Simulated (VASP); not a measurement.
Input:

```xyz
3
Lattice="0.0000 2.1583 2.1583 2.1583 0.0000 2.1583 2.1583 2.1583 0.0000" Properties=species:S:1:pos:R:3 pbc="T T T"
Be     1.0792     1.0792     1.0792
Be     3.2375     3.2375     3.2375
C      4.3166     4.3166     4.3166
```

Method: AM05 GGA, VASP's PBE PAW potentials (set 64) (plane waves; VASP 6.6.1). Numerical set-up: 520 eV cut-off, 10×10×10 Γ-centred mesh, tetrahedra with Blöchl corrections, potentials Be C.

**Question.** Predict the energy per atom (σ→0), band gap (on the k-mesh) with the smallest direct gap where there is one.

**Answer.** 
```
Item                                          Value
-----------------------------------  --------------
band gap (on the k-mesh)                    1.03 eV
smallest direct gap (on the k-mesh)         4.08 eV
energy per atom (σ→0)                -6.014 eV/atom
```

Only differences to runs with the same potentials and settings are physical.

The compound is Be2C in the antifluorite structure. It was relaxed first.
